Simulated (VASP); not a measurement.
Data:

```yaml
crystal:
  lattice:
    - [-2.65786, 2.65786, 2.65786]
    - [2.65786, -2.65786, 2.65786]
    - [2.65786, 2.65786, -2.65786]
  atoms:
    - { symbol: K, position: [0.00000, 0.00000, 0.00000] }
```

These are revTPSS meta-GGA, VASP's PBE PAW potentials (set 64) (plane waves; VASP 6.6.1) values and carry that method's errors. Run with 520 eV cut-off, 11×11×11 Γ-centred mesh, tetrahedra with Blöchl corrections, potentials K_sv.

Question: Give the energies of bands 5 to 7 at the high-symmetry points, in eV from the Fermi level.

Answer: 
```tsv
band	Γ	H	N	P
5	-2.14	1.64	0.45	1.40
6	4.40	1.64	0.59	1.40
7	4.40	3.37	3.20	1.40
```

It has no gap at this level: it comes out as a metal or semimetal.

The compound is K in the bcc structure. It was relaxed first.
